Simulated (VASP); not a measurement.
Input of a VASP 6.6.1 run:

Contents of INCAR:

```
SYSTEM = Mo
ALGO     = Normal         ! electronic algorithm
EDIFF    = 1E-7           ! SCF threshold, eV
ENCUT    = 520            ! plane-wave cutoff, eV
GGA      = PE             ! functional
ISIF     = 2              ! what is computed and relaxed
ISMEAR   = 0              ! smearing method
IVDW     = 12             ! dispersion correction
LASPH    = .True.         ! aspherical terms in the spheres
LCHARG   = .False.        ! write CHGCAR
LREAL    = .False.        ! projectors in reciprocal space
LWAVE    = .False.        ! write WAVECAR
NELM     = 100            ! most SCF steps
PREC     = Accurate       ! precision mode
SIGMA    = 0.1            ! smearing width, eV
```

Contents of KPOINTS:

```
k-points
0
Gamma
  18 18 18
  0 0 0
```

Contents of POSCAR:

```
Mo                                      
1.0
   -1.5968982275      1.5968982275      1.5968982275
    1.5968982275     -1.5968982275      1.5968982275
    1.5968982275      1.5968982275     -1.5968982275
  Mo            
     1
Direct
     0.0000000000000000    0.0000000000000000    0.0000000000000000
```

Potentials or basis: VASP PAW PBE potentials, release 64 (Mo_sv).

Command:

```bash
$ cat potpaw_PBE.64/Mo_sv/POTCAR > POTCAR
$ mpirun -np 1 vasp_std > vasp.out
```

Estimate the pressure.

-14.2 GPa.

What does it give for the band gap on the k mesh?

None (metal or under the smearing width).

Caveat: pairwise dispersion overbinds metals, which lowers pressure and volume.
